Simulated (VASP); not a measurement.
Si:

```xyz
4
Lattice="3.8493 0.0000 0.0000 0.0000 5.4437 0.0000 0.0000 0.0000 3.9012" Properties=species:S:1:pos:R:3 pbc="T T T"
Si    3.8493    0.0000    0.0000
Si    1.9246    2.7219    1.9506
Si    0.0000    1.3609    1.9506
Si    1.9246    4.0828    0.0000
```

Program: VASP 6.6.1. Alike in all runs: potentials or basis VASP PAW PBE potentials, release 64 (Si); cell as given; cutoff (eV) 520; smearing gaussian 0.02 eV. Hardware: 4 MPI ranks on Intel(R) Xeon(R) 6975P-C (Granite Rapids) (shared host).

Problem. Order these runs on this cell by their wall time, lowest first.
A. task band structure; level HSE06; spin off; k mesh 5 × 4 × 5; grid for exact exchange (PRECFOCK) Fast; screening parameter 0.2 1/A
B. task band structure; level PBE; spin non-collinear, zero start, SOC; k mesh 6 × 5 × 6
C. task electrostatic potential; level PBE; spin off; k mesh 6 × 5 × 6
D. task band structure; level PBE; spin off; k mesh 6 × 5 × 6

Solution. C (4.7 s), D (13 s), B (62 s), A (300 s).
